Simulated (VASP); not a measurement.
These are vdW-DF2, VASP's PBE PAW potentials (set 64) (plane waves; VASP) values and carry that method's errors.

Input for VASP

File POSCAR:
```
Rh
1.0
  0.0000000000   1.9723364597   1.9723364597
  1.9723364597   0.0000000000   1.9723364597
  1.9723364597   1.9723364597   0.0000000000
Rh
1
Direct
  0.0000000000   0.0000000000   0.0000000000
```

### KPOINTS
```
k-points along high-symmetry lines
15
Line-mode
Reciprocal
  0.000000   0.000000   0.000000 ! GAMMA
  0.500000   0.000000   0.500000 ! X

  0.500000   0.000000   0.500000 ! X
  0.625000   0.250000   0.625000 ! U

  0.375000   0.375000   0.750000 ! K
  0.000000   0.000000   0.000000 ! GAMMA

  0.000000   0.000000   0.000000 ! GAMMA
  0.500000   0.500000   0.500000 ! L

  0.500000   0.500000   0.500000 ! L
  0.500000   0.250000   0.750000 ! W

  0.500000   0.250000   0.750000 ! W
  0.500000   0.000000   0.500000 ! X
```

**INCAR**
```
SYSTEM = Rh
PREC = Accurate; ENCUT = 520; LREAL = F
LASPH = T; ICHARG = 11
EDIFF = 1E-7; NELM = 100; ALGO = Normal
LMAXMIX = 4
ISMEAR = 0; SIGMA = 0.05
GGA = ML; LUSE_VDW = T; AGGAC = 0.0
ZAB_VDW = -1.8867
LWAVE = F; LCHARG = F; LORBIT = 11
```

POTCAR, in this order: Rh_pv (PBE.64 set). Program: vasp_std. Read from the step before: CHGCAR.

The run wrote:

### OUTCAR
```
 ion  position               nearest neighbor table
   1  0.000  0.000  0.000-
  LATTYP: Found a face centered cubic cell.
 ALAT       =     3.9446729194
 Subroutine PRICEL returns:
 Original cell was already a primitive cell.
 Subroutine GETGRP returns: Found 48 space group operations
The static configuration has the point symmetry O_h .
The dynamic configuration has the point symmetry O_h .
 Subroutine INISYM returns: Found 48 space group operations
   k-points           NKPTS =     90   k-points in BZ     NKDIM =     90   number of bands    NBANDS=     11
   number of dos      NEDOS =    301   number of ions     NIONS =      1
   total plane-waves  NPLWV =  13824
   dimension x,y,z NGX =    24 NGY =   24 NGZ =   24
   dimension x,y,z NGXF=    48 NGYF=   48 NGZF=   48
   ions per type =               1
   PREC   = accura    normal or accurate (medium, high low for compatibility)
   ISTART =      0    job   : 0-new  1-cont  2-samecut
   ICHARG =     11    charge: 1-file 2-atom 10-const
   ISPIN  =      1    spin polarized calculation?
   LNONCOLLINEAR =      F non collinear calculations
   LSORBIT =      F    spin-orbit coupling
   INIWAV =      1    electr: 0-lowe 1-rand  2-diag
   ENCUT  =  520.0 eV  38.22 Ry    6.18 a.u.   5.19  5.19  5.19*2*pi/ulx,y,z
   NELM   =    100;   NELMIN=  2; NELMDL= -5     # of ELM steps
   EDIFF  = 0.1E-06   stopping-criterion for ELM
   LREAL  =      F    real-space projection
   NLSPLINE    = F    spline interpolate recip. space projectors
   LMAXMIX     =    4 max onsite mixed and CHGCAR
   VOSKOWN=      0    Vosko Wilk Nusair interpolation
   EDIFFG = 0.1E-05   stopping-criterion for IOM
   NSW    =      0    number of steps for IOM
   NBLOCK =      1;   KBLOCK =      1    inner block; outer block
   IBRION =     -1    ionic relax: 0-MD 1-quasi-New 2-CG
   NFREE  =      0    steps in history (QN), initial steepest desc. (CG)
   ISIF   =      2    stress and relaxation
   ISYM   =      2    0-nonsym 1-usesym 2-fastsym
   TEIN   =    0.0    initial temperature
   TEBEG  =    0.0;   TEEND  =   0.0 temperature during run
   SMASS  =  -3.00    Nose mass-parameter (am)
   PSTRESS=    0.0 pullay stress
   NELECT =      15.0000    total number of electrons
   EFERMI =   0.00;   METHOD = LEGACY
   ISMEAR =     0;   SIGMA  =   0.05  broadening in eV -4-tet -1-fermi 0-gaus
   IALGO  =     38    algorithm
   LDIAG  =      T    sub-space diagonalisation (order eigenvalues)
   IMIX   =      4    mixing-type and parameters
     AMIX     =   0.40;   BMIX     =  1.00
     AMIX_MAG =   1.60;   BMIX_MAG =  1.00
     AMIN     =   0.10
   GGA     = ML    functional components
   VOSKOWN =     0    Vosko Wilk Nusair interpolation
   LHFCALC =     F    Hartree Fock is set to
   LHFONE  =     F    Hartree Fock one center treatment
   AEXX    =    0.0000 exact exchange contribution
   LUSE_VDW   =     T    switch on vdW DFT
   IVDW    =     0    specifies the selected vdW correction
   LEPSILON=     F    determine dielectric tensor
   LRPA    =     F    only Hartree local field effects (RPA)
  energy-cutoff  :      520.00
  volume of cell :       15.35
      direct lattice vectors                 reciprocal lattice vectors
     0.000000000  1.972336460  1.972336460    -0.253506443  0.253506443  0.253506443
     1.972336460  0.000000000  1.972336460     0.253506443 -0.253506443  0.253506443
     1.972336460  1.972336460  0.000000000     0.253506443  0.253506443 -0.253506443
 k-point     1 :   0.0000 0.0000 0.0000  plane waves:     411
 k-point     2 :   0.0357 0.0000 0.0357  plane waves:     411
 k-point     3 :   0.0714 0.0000 0.0714  plane waves:     411
 k-point     4 :   0.1071 0.0000 0.1071  plane waves:     411
 k-point     5 :   0.1429 0.0000 0.1429  plane waves:     399
 k-point     6 :   0.1786 0.0000 0.1786  plane waves:     407
 k-point     7 :   0.2143 0.0000 0.2143  plane waves:     415
 k-point     8 :   0.2500 0.0000 0.2500  plane waves:     415
 k-point     9 :   0.2857 0.0000 0.2857  plane waves:     423
 k-point    10 :   0.3214 0.0000 0.3214  plane waves:     423
...
```

OSZICAR:
```
       N       E                     dE             d eps       ncg     rms          rms(c)
DAV:   1     0.124137390646E+03    0.12414E+03   -0.94994E+03  1980   0.144E+03
DAV:   2    -0.165511292699E+01   -0.12579E+03   -0.12037E+03  2034   0.388E+02
DAV:   3    -0.323458008039E+01   -0.15795E+01   -0.15693E+01  2265   0.493E+01
DAV:   4    -0.324470926520E+01   -0.10129E-01   -0.10127E-01  2234   0.406E+00
DAV:   5    -0.324488706407E+01   -0.17780E-03   -0.17779E-03  2321   0.481E-01
DAV:   6    -0.324489182160E+01   -0.47575E-05   -0.47581E-05  2370   0.708E-02
DAV:   7    -0.324489194947E+01   -0.12787E-06   -0.12775E-06  2025   0.941E-03
DAV:   8    -0.324489195503E+01   -0.55552E-08   -0.41631E-08  1464   0.164E-03
   1 F= -.32448920E+01 E0= -.32425301E+01  d E =-.472370E-02
```

File OUTCAR:
```
 val. band max:       10.4902698463   @ k =   0.5000   0.3750   0.6250

 cond. band min:      10.4950246915   @ k =   0.4286   0.4286   0.4286



 k-point     1 :       0.0000    0.0000    0.0000
  band No.  band energies     occupation
      1     -36.0284      2.00000
      2     -36.0284      2.00000
      3     -36.0284      2.00000
      4       3.2677      2.00000
      5       7.6224      2.00000
      6       7.6224      2.00000
      7       7.6224      2.00000
      8       9.3124      2.00000
      9       9.3124      2.00000
     10      26.5498      0.00000
     11      31.2564      0.00000

 k-point     2 :       0.0357    0.0000    0.0357
  band No.  band energies     occupation
      1     -36.0346      2.00000
      2     -36.0307      2.00000
      3     -36.0307      2.00000
      4       3.3302      2.00000
      5       7.5853      2.00000
      6       7.6522      2.00000
      7       7.6522      2.00000
      8       9.2732      2.00000
      9       9.3269      2.00000
     10      26.6307      0.00000
     11      31.0420      0.00000

 k-point     3 :       0.0714    0.0000    0.0714
  band No.  band energies     occupation
      1     -36.0528      2.00000
      2     -36.0376      2.00000
      3     -36.0376      2.00000
      4       3.5148      2.00000
      5       7.4773      2.00000
      6       7.7411      2.00000
      7       7.7411      2.00000
      8       9.1603      2.00000
      9       9.3698      2.00000
     10      26.8678      0.00000
     11      30.5518      0.00000

 k-point     4 :       0.1071    0.0000    0.1071
  band No.  band energies     occupation
      1     -36.0819      2.00000
      2     -36.0486      2.00000
      3     -36.0486      2.00000
      4       3.8128      2.00000
      5       7.3078      2.00000
      6       7.8879      2.00000
      7       7.8879      2.00000
      8       8.9883      2.00000
      9       9.4396      2.00000
     10      27.2449      0.00000
...
```

The density is held fixed in this step, so its total energy and stress have no physical meaning.

The compound is Rh in the fcc structure. It was relaxed first, which changed the volume by +12 %.
